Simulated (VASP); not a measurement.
Calculation: LDA (Ceperley-Alder, Perdew-Zunger), VASP's LDA PAW potentials (set 64) (plane waves; VASP).

The input files of a VASP run:

### POSCAR
```
BaGe3Pt
1
   -2.2818000000     2.2818000000     5.1170500000
    2.2818000000    -2.2818000000     5.1170500000
    2.2818000000     2.2818000000    -5.1170500000
Ba Pt Ge
1 1 3
Direct
  0.0000000000   0.0000000000   0.0000000000
  0.6479000000   0.6479000000   0.0000000000
  0.4004000000   0.4004000000   0.0000000000
  0.7537000000   0.2537000000   0.5000000000
  0.2537000000   0.7537000000   0.5000000000
```

KPOINTS:
```
kpoints
0
Gamma
6 6 6
```

### INCAR
```
SYSTEM = BaGe3Pt
PREC = Accurate
ENCUT = 300
EDIFF = 1E-6
NELM = 100
ALGO = Normal
LREAL = .FALSE.
LASPH = .TRUE.
ISMEAR = -1
SIGMA = 0.05
LMAXMIX = 6
LWAVE = .FALSE.
LCHARG = .FALSE.
ISIF = 2
```

POTCAR, in this order: Ba_sv Pt Ge_d (LDA.64 set). Program: vasp_std.

What VASP printed:

File OSZICAR:
```
       N       E                     dE             d eps       ncg     rms          rms(c)
DAV:   1     0.530642296096E+03    0.53064E+03   -0.22187E+04  2655   0.285E+03
DAV:   2     0.573554120397E+02   -0.47329E+03   -0.45752E+03  2220   0.702E+02
DAV:   3    -0.250912847251E+02   -0.82447E+02   -0.80323E+02  2526   0.179E+02
DAV:   4    -0.296106163756E+02   -0.45193E+01   -0.44837E+01  2857   0.476E+01
DAV:   5    -0.297630341444E+02   -0.15242E+00   -0.15226E+00  3151   0.771E+00    0.111E+01
DAV:   6    -0.291651492336E+02    0.59788E+00   -0.77695E+00  2758   0.160E+01    0.589E+00
DAV:   7    -0.288456192117E+02    0.31953E+00   -0.14921E+00  2456   0.772E+00    0.307E+00
DAV:   8    -0.288186866896E+02    0.26933E-01   -0.26083E-01  2952   0.256E+00    0.108E+00
DAV:   9    -0.288024319793E+02    0.16255E-01   -0.78310E-02  2629   0.174E+00    0.242E-01
DAV:  10    -0.288024141187E+02    0.17861E-04   -0.60861E-03  2791   0.493E-01    0.993E-02
DAV:  11    -0.288024430949E+02   -0.28976E-04   -0.37156E-04  3215   0.187E-01    0.370E-02
DAV:  12    -0.288024343123E+02    0.87826E-05   -0.76575E-05  2868   0.806E-02    0.996E-03
DAV:  13    -0.288024342232E+02    0.89049E-07   -0.72381E-06  2639   0.289E-02
   1 F= -.28802434E+02 E0= -.28794358E+02  d E =-.161518E-01
```

File OUTCAR:
```
------------------------ aborting loop because EDIFF is reached ----------------------------------------
  FORCE on cell =-STRESS in cart. coord.  units (eV):
  Direction    XX          YY          ZZ          XY          YZ          ZX
  --------------------------------------------------------------------------------------
  Total       -2.1665054     -2.1665054     -2.2004852      0.0000000      0.0000000      0.0000000
  in kB      -32.5713346    -32.5713346    -33.0821889      0.0000000      0.0000000      0.0000000
  external PRESSURE =     -32.7416194 kB  Pullay stress =       0.0000000 kB
  volume of cell :      106.57
      direct lattice vectors                 reciprocal lattice vectors
    -2.281800000  2.281800000  5.117050000     0.000000000  0.219125252  0.097712549
     2.281800000 -2.281800000  5.117050000     0.219125252  0.000000000  0.097712549
     2.281800000  2.281800000 -5.117050000     0.219125252  0.219125252  0.000000000
 POSITION                                       TOTAL-FORCE (eV/Angst)
 -----------------------------------------------------------------------------------
      0.00000      0.00000      0.00000         0.000000      0.000000      0.032087
      0.00000      0.00000      6.63067        -0.000000     -0.000000      0.156943
      0.00000      0.00000      4.09773         0.000000      0.000000      0.095366
      0.00000      2.28180      2.59639        -0.000000     -0.000000     -0.142198
      2.28180      0.00000      2.59639         0.000000      0.000000     -0.142198
 -----------------------------------------------------------------------------------
    total drift:                               -0.000003     -0.000003     -0.001625
  FREE ENERGIE OF THE ION-ELECTRON SYSTEM (eV)
  ---------------------------------------------------
  free  energy   TOTEN  =       -28.8024342232 eV

  energy  without entropy=      -28.7862824602  energy(sigma->0) =      -28.79435834
```
(Selected blocks of OUTCAR.)

At this cut-off the stress carries a Pulay error, which pulls relaxed volumes low.

The structure comes from a measured BaGe3Pt entry of the Crystallography Open Database, whose conditions weren't checked. The cell was not relaxed at this level. The k-mesh is coarse (spacing up to 0.32 per Å, 2π included), so the numbers may not be converged in it. The run is one of a series of settings (GGA removed, POTCAR Ba_sv Pt Ge_d (LDA.64 set) against the base run), some of them coarse on purpose.
